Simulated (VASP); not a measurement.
Method: HSE06 screened hybrid, VASP's PBE PAW potentials (set 64) (plane waves; VASP).

A VASP calculation is set up with these files.

### INCAR
```
! general
SYSTEM   = MgC62
PREC     = Normal
ENCUT    = 400   ! plane-wave cut-off (eV)
LREAL    = Auto   ! projection in real space or not
LASPH    = T   ! aspherical one-centre terms
ISYM     = 0
NELECT   = 249.0

! electronic loop
EDIFF    = 1E-5
NELM     = 50
NELMIN   = 4
ALGO     = Normal   ! blocked Davidson

! smearing
ISMEAR   = 0
SIGMA    = 0.05   ! width (eV)

! functional
GGA      = PE   ! PBE
LHFCALC  = T
AEXX     = 0.25
HFSCREEN = 0.2   ! 1/Angstrom
PRECFOCK = Fast

! spin
ISPIN    = 2
MAGMOM   = 63*0.0159
NUPDOWN  = 1

! ions
ISIF     = 0

! output
LWAVE    = F
LCHARG   = F
LORBIT   = 10
```

POSCAR:
```
MgC62
7.1465550
  1.0000000222   0.0000000000   0.0000000000
  0.0000000000   1.0000000222   0.0000000000
  0.0000000000   0.0000000000   1.0000000222
C Mg
62 1
Cartesian
  0.4993214988   0.9989551503   0.9986410144
  0.6225558767   0.1273797096   0.1271010264
  0.7479545543   0.2522230033   0.0013128059
  0.8726648903   0.3777208089   0.1271463266
  0.7479701688   0.0016104590   0.2518653013
  0.8727180413   0.1273804924   0.3773131978
  0.9990748041   0.0010696315   0.0007696381
  0.1224749769   0.1267591771   0.1264817666
  0.2472046890   0.2493311450   0.9990935663
  0.3737057128   0.3757139604   0.1250255341
  0.4996510866   0.5005297460   0.9997745563
  0.6244845037   0.6266541460   0.1249003623
  0.7507539423   0.7529655024   0.9989826561
  0.8734122356   0.8776350804   0.1264161202
  0.2471600870   0.9993147660   0.2490884480
  0.3735490847   0.1251220811   0.3754273933
  0.4857886796   0.2367704079   0.2367024970
  0.7630803154   0.5143721987   0.2367123458
  0.8749262508   0.6266337956   0.3753294534
  0.4995953006   0.0000297507   0.5002567680
  0.6244170867   0.1251040611   0.6263357625
  0.7630947684   0.2367532487   0.5140575817
  0.8747928800   0.3757009194   0.6260873684
  0.7507753042   0.9993101850   0.7526421848
  0.8733959530   0.1267474301   0.8773249764
  0.0011711085   0.5007994285   0.9986454631
  0.1228105549   0.6274050881   0.1234416677
  0.2501865788   0.7499741358   0.9987225035
  0.3727878643   0.8773852376   0.1234408941
  0.9984783852   0.2522327727   0.2518960079
  0.1234603131   0.3762581313   0.3759694732
  0.2486860957   0.5010169451   0.2500139284
  0.3604565182   0.6399161084   0.3620311005
  0.4991197023   0.7516320233   0.2498121847
  0.6239116282   0.8767317101   0.3759167270
  0.0011846746   0.9989387183   0.5005303647
  0.1227747063   0.1237559063   0.6270354694
  0.2486285028   0.2501191123   0.5007834167
  0.3605505465   0.3623278906   0.6393545072
  0.6377842056   0.6399105600   0.6393680636
  0.7500236188   0.7516117583   0.5006913380
  0.8764225293   0.8773837831   0.6270508555
  0.2501396870   0.9990394752   0.7497114113
  0.3727939512   0.1237550818   0.8771039266
  0.4990539797   0.2500673507   0.7512508472
  0.6238550196   0.3762388452   0.8763845258
  0.7497930290   0.5009801525   0.7510964739
  0.8763468962   0.6273744678   0.8770039937
  0.0008224347   0.7529797678   0.2490560269
  0.1223998552   0.8777229197   0.3756361927
  0.0000537623   0.5005219010   0.5001755395
  0.1251013339   0.6244885137   0.6242463281
  0.2508281675   0.7493068598   0.4987867137
  0.3755421026   0.8750744777   0.6242723855
  0.0007743679   0.2493356709   0.7526152764
  0.1224260622   0.3759441998   0.8774041237
  0.2509469991   0.4989758578   0.7489276223
  0.3756056673   0.6245213507   0.8747451883
  0.5010443119   0.7493034577   0.7489362985
  0.6242158131   0.8777371989   0.8774081676
  0.0011076362   0.7499524222   0.7496616839
  0.1244724965   0.8756565462   0.8753764753
  0.5617988558   0.4383930412   0.4379099289
```

File KPOINTS:
```
Automatic mesh
0
gamma
1 1 1
```

POTCAR, in this order: C Mg (PBE.64 set). Program: vasp_gam. Read from the step before: WAVECAR.

The run wrote:

### OSZICAR
```
       N       E                     dE             d eps       ncg     rms          rms(c)
DAV:   1    -0.653824094166E+03   -0.65382E+03   -0.81986E+00   632   0.793E+00    0.410E+00
DAV:   2    -0.653985159252E+03   -0.16107E+00   -0.22063E-01   736   0.127E+00    0.250E+00
DAV:   3    -0.653980801042E+03    0.43582E-02   -0.11782E-01   720   0.893E-01    0.135E+00
DAV:   4    -0.653981101697E+03   -0.30066E-03   -0.29081E-02   720   0.395E-01    0.740E-01
DAV:   5    -0.653979646624E+03    0.14551E-02   -0.29294E-03   700   0.140E-01    0.410E-01
DAV:   6    -0.653979163017E+03    0.48361E-03   -0.14052E-03   716   0.955E-02    0.211E-01
DAV:   7    -0.653979055841E+03    0.10718E-03   -0.27617E-04   700   0.399E-02    0.115E-01
DAV:   8    -0.653979019152E+03    0.36690E-04   -0.92712E-05   616   0.214E-02    0.647E-02
DAV:   9    -0.653979015782E+03    0.33700E-05   -0.69198E-05   516   0.161E-02
   1 F= -.65397902E+03 E0= -.65397902E+03  d E =-.125604E-11  mag=     1.0000
```

OUTCAR:
```
------------------------ aborting loop because EDIFF is reached ----------------------------------------
  volume of cell :      365.00
      direct lattice vectors                 reciprocal lattice vectors
     7.146555159  0.000000000  0.000000000     0.139927556  0.000000000  0.000000000
     0.000000000  7.146555159  0.000000000     0.000000000  0.139927556  0.000000000
     0.000000000  0.000000000  7.146555159     0.000000000  0.000000000  0.139927556
 POSITION                                       TOTAL-FORCE (eV/Angst)
 -----------------------------------------------------------------------------------
      3.56843      7.13909      7.13684        -0.128715     -0.002519      0.051806
      4.44913      0.91033      0.90833         0.114733     -0.056774     -0.077209
      5.34530      1.80253      0.00938         0.014626      0.021419      0.021106
      6.23655      2.69940      0.90866        -0.017496      0.131600      0.024502
      5.34541      0.01151      1.79997        -0.009333     -0.031482      0.016530
      6.23693      0.91033      2.69649         0.061933     -0.040546     -0.074730
      7.13994      0.00764      0.00550        -0.017451      0.004692      0.015084
      0.87527      0.90589      0.90391         0.014866     -0.018094      0.000552
      1.76666      1.78186      7.14008        -0.033556     -0.171384      0.036052
      2.67071      2.68506      0.89350         0.214110      0.253963      0.029687
      3.57078      3.57706      7.14494        -0.019413     -0.038691     -0.016686
      4.46291      4.47842      0.89261         0.199497      0.165558     -0.034701
      5.36530      5.38111      7.13928        -0.154460     -0.000122      0.012972
      6.24189      6.27207      0.90344         0.030413     -0.022117     -0.037655
      1.76634      7.14166      1.78012         0.035598      0.015167      0.010703
      2.66959      0.89419      2.68301        -0.098967     -0.078654      0.036949
      3.47172      1.69209      1.69161        -0.081593     -0.439012     -0.006731
      5.45340      3.67599      1.69168        -0.193217     -0.031494      0.131648
      6.25271      4.47827      2.68231         0.014290      0.114454     -0.164947
      3.57039      0.00021      3.57511        -0.019367      0.044541      0.007677
      4.46243      0.89406      4.47614         0.036911     -0.087591      0.144534
      5.45350      1.69197      3.67374        -0.095831     -0.398277      0.047091
      6.25176      2.68497      4.47437        -0.037036      0.210343     -0.208260
      5.36546      7.14163      5.37880        -0.061838      0.009271     -0.029326
      6.24177      0.90581      6.26985        -0.003689     -0.021127     -0.013538
      0.00837      3.57899      7.13687        -0.027240     -0.141381      0.017626
      0.87767      4.48378      0.88218         0.035192      0.143753     -0.031946
      1.78797      5.35973      7.13743        -0.000077      0.024734      0.022247
      2.66415      6.27028      0.88218         0.064504     -0.007663      0.036342
      7.13568      1.80260      1.80019        -0.024105      0.014375     -0.013927
      0.88232      2.68895      2.68689        -0.026869      0.031993     -0.008927
      1.77725      3.58055      1.78674         0.049582     -0.214615      0.199162
      2.57602      4.57320      2.58728         0.090124      0.410722     -0.040373
      3.56699      5.37158      1.78530        -0.030221      0.083912     -0.154749
      4.45882      6.26561      2.68651         0.018880     -0.049837     -0.008679
      0.00847      7.13897      3.57707        -0.046448     -0.004890      0.083502
      0.87742      0.88443      4.48114         0.007070     -0.009229     -0.127303
      1.77684      1.78749      3.57888        -0.010268     -0.120182      0.158578
      2.57669      2.58940      4.56918         0.190436      0.041020     -0.130735
      4.55796      4.57316      4.56928         0.079684      0.437335      0.003880
      5.36009      5.37143      3.57822         0.097669      0.077316     -0.041591
      6.26340      6.27027      4.48125        -0.041417     -0.017124     -0.015889
      1.78764      7.13969      5.35785        -0.035224      0.030071      0.037647
      2.66419      0.88442      6.26827         0.156808     -0.003255     -0.008914
      3.56652      1.78712      5.36886        -0.193233     -0.165212      0.029617
      4.45841      2.68881      6.26313         0.018746      0.033034      0.009811
      5.35844      3.58028      5.36775        -0.201576     -0.249800     -0.030460
      6.26286      4.48357      6.26756         0.028355      0.169499     -0.037521
      0.00588      5.38121      1.77989        -0.011169      0.006363      0.127955
      0.87474      6.27270      2.68450         0.045091      0.015544     -0.097077
      0.00038      3.57701      3.57453         0.027060     -0.036154      0.010469
      0.89404      4.46294      4.46121         0.018992     -0.011786      0.014169
      1.79256      5.35496      3.56461        -0.057898      0.040095      0.079774
      2.68383      6.25377      4.46140         0.014739      0.035410     -0.019411
      0.00553      1.78189      5.37861        -0.037625     -0.151433      0.037809
      0.87492      2.68671      6.27042         0.022259      0.133246     -0.010959
      1.79341      3.56596      5.35225         0.013748     -0.128044     -0.023039
      2.68429      4.46318      6.25141        -0.016265     -0.022232     -0.015746
      3.58074      5.35494      5.35231        -0.127916      0.062538      0.089246
      4.46099      6.27280      6.27045         0.136382      0.004230     -0.045089
      0.00792      5.35958      5.35750        -0.016429      0.019677     -0.000814
      0.88955      6.25793      6.25593         0.022084     -0.010046     -0.022850
      4.01493      3.13300      3.12955         0.001558     -0.005110      0.005053
 -----------------------------------------------------------------------------------
    total drift:                                0.028891     -0.018231     -0.021480
  FREE ENERGIE OF THE ION-ELECTRON SYSTEM (eV)
  ---------------------------------------------------
  free  energy   TOTEN  =      -653.9790157818 eV

  energy  without entropy=     -653.9790157818  energy(sigma->0) =     -653.97901578

  exchange ACFDT corr.  =         0.00000000  see jH, gK, PRB 81, 115126

 total charge

# of ion       s       p       d       tot
------------------------------------------
    1        0.841   1.742   0.000   2.583
    2        0.833   1.749   0.000   2.582
    3        0.830   1.739   0.000   2.569
    4        0.832   1.746   0.000   2.578
    5        0.830   1.739   0.000   2.569
    6        0.833   1.748   0.000   2.581
    7        0.832   1.740   0.000   2.571
    8        0.831   1.743   0.000   2.574
    9        0.836   1.731   0.000   2.567
   10        0.833   1.738   0.000   2.571
   11        0.830   1.747   0.000   2.577
   12        0.831   1.739   0.000   2.570
   13        0.836   1.735   0.000   2.570
   14        0.831   1.743   0.000   2.574
   15        0.835   1.734   0.000   2.569
   16        0.832   1.742   0.000   2.574
   17        0.859   1.734   0.000   2.593
   18        0.851   1.767   0.000   2.618
   19        0.831   1.738   0.000   2.570
   20        0.830   1.746   0.000   2.576
   21        0.832   1.742   0.000   2.574
   22        0.857   1.739   0.000   2.597
   23        0.833   1.738   0.000   2.570
   24        0.835   1.735   0.000   2.570
   25        0.831   1.743   0.000   2.574
...
```
(Selected blocks of OUTCAR.)

The cell is charged, with a uniform compensating background. The supercell is sampled at Γ alone, which is coarse: total energies, pressure and levels can be off, energies of defects by several tenths of an eV.

The cell is a supercell with a defect, built from C (diamond): Mg_C-vac_C, charge +1. The cell's shape comes from a PBE relaxation.
